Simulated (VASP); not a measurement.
Level of theory: PBEsol GGA, VASP's PBE PAW potentials (set 64) (plane waves; VASP 6.6.1).

The input files of a VASP run:

**KPOINTS**
```
Automatic mesh
0
Gamma
19 19 10
0 0 0
```

### POSCAR
```
Co
1
    1.2275955563    -2.1262580956     0.0000000000
    1.2275955563     2.1262580956     0.0000000000
    0.0000000000     0.0000000000     3.9601420755
Co
2
Direct
  0.3333330000   0.6666670000   0.2500000000
  0.6666670000   0.3333330000   0.7500000000
```

**INCAR**
```
# general
SYSTEM  = Co
PREC    = Accurate
ENCUT   = 520
LREAL   = F
LASPH   = T

# electronic loop
EDIFF   = 1E-7
NELM    = 100
ALGO    = Normal
LMAXMIX = 4

# smearing
ISMEAR  = -5

# functional
GGA     = PS

# spin
ISPIN   = 2
MAGMOM  = 1.6 1.6

# ions
ISIF    = 2

# output
LWAVE   = F
LCHARG  = T
LORBIT  = 11
NEDOS   = 601
```

POTCAR, in this order: Co (PBE.64 set). Program: vasp_std.

The run wrote:

File OSZICAR:
```
       N       E                     dE             d eps       ncg     rms          rms(c)
DAV:   1     0.796592672384E+02    0.79659E+02   -0.83325E+03 14679   0.161E+03
DAV:   2    -0.157707649356E+02   -0.95430E+02   -0.88215E+02 14414   0.259E+02
DAV:   3    -0.179852928542E+02   -0.22145E+01   -0.21594E+01 17060   0.559E+01
DAV:   4    -0.180191707682E+02   -0.33878E-01   -0.33869E-01 20779   0.529E+00
DAV:   5    -0.180194913144E+02   -0.32055E-03   -0.32050E-03 17618   0.491E-01    0.165E+01
DAV:   6    -0.159022633793E+02    0.21172E+01   -0.14894E+01 15597   0.799E+01    0.716E+00
DAV:   7    -0.155118354306E+02    0.39043E+00   -0.19516E+00 16430   0.277E+01    0.392E+00
DAV:   8    -0.154902429526E+02    0.21592E-01   -0.19548E-02 20257   0.157E+00    0.193E+00
DAV:   9    -0.154736741581E+02    0.16569E-01   -0.42810E-03 21822   0.115E+00    0.635E-01
DAV:  10    -0.154729937739E+02    0.68038E-03   -0.13381E-03 19649   0.532E-01    0.143E-01
DAV:  11    -0.154728285461E+02    0.16523E-03   -0.49098E-05 21251   0.103E-01    0.316E-02
DAV:  12    -0.154728205809E+02    0.79653E-05   -0.50583E-06 15827   0.231E-02    0.180E-02
DAV:  13    -0.154728111173E+02    0.94636E-05   -0.24669E-06 20919   0.236E-02    0.101E-02
DAV:  14    -0.154728142013E+02   -0.30840E-05   -0.32758E-07 16051   0.735E-03    0.243E-03
DAV:  15    -0.154728153896E+02   -0.11882E-05   -0.31860E-08  8096   0.327E-03    0.166E-03
DAV:  16    -0.154728150874E+02    0.30220E-06   -0.70437E-09  7900   0.155E-03    0.588E-04
DAV:  17    -0.154728148853E+02    0.20200E-06   -0.14978E-09  7872   0.433E-04    0.122E-04
DAV:  18    -0.154728148679E+02    0.17427E-07   -0.45040E-10  7746   0.228E-04
   1 F= -.15472815E+02 E0= -.15472815E+02  d E =0.000000E+00  mag=     3.1060
```

File OUTCAR:
```
------------------------ aborting loop because EDIFF is reached ----------------------------------------
  FORCE on cell =-STRESS in cart. coord.  units (eV):
  Direction    XX          YY          ZZ          XY          YZ          ZX
  --------------------------------------------------------------------------------------
  Total       -0.0491483     -0.0491483     -0.0344600     -0.0000000     -0.0000000      0.0000000
  in kB       -3.8089622     -3.8089630     -2.6706289     -0.0000000     -0.0000000      0.0000000
  external PRESSURE =      -3.4295180 kB  Pullay stress =       0.0000000 kB
  volume of cell :       20.67
      direct lattice vectors                 reciprocal lattice vectors
     1.227595556 -2.126258096  0.000000000     0.407300269 -0.235154895  0.000000000
     1.227595556  2.126258096  0.000000000     0.407300269  0.235154895  0.000000000
     0.000000000  0.000000000  3.960142075     0.000000000  0.000000000  0.252516193
 POSITION                                       TOTAL-FORCE (eV/Angst)
 -----------------------------------------------------------------------------------
      1.22760      0.70875      0.99004         0.000000      0.000000      0.000000
      1.22760     -0.70875      2.97011        -0.000000     -0.000000      0.000000
 -----------------------------------------------------------------------------------
    total drift:                                0.000000     -0.000005     -0.000030
  FREE ENERGIE OF THE ION-ELECTRON SYSTEM (eV)
  ---------------------------------------------------
  free  energy   TOTEN  =       -15.4728148679 eV

  energy  without entropy=      -15.4728148679  energy(sigma->0) =      -15.47281487

 total charge

# of ion       s       p       d       tot
------------------------------------------
    1        0.509   0.568   7.294   8.371
    2        0.509   0.568   7.294   8.371
--------------------------------------------------
tot          1.018   1.135  14.588  16.741

 magnetization (x)

# of ion       s       p       d       tot
------------------------------------------
    1       -0.016  -0.053   1.629   1.560
    2       -0.016  -0.053   1.629   1.560
--------------------------------------------------
tot         -0.031  -0.106   3.258   3.120
```
(Selected blocks of OUTCAR.)

For a metal the tetrahedron method with Blöchl corrections gives inexact stress and forces.

The compound is Co in the hcp structure. It was relaxed first, which changed the volume by -7 %.
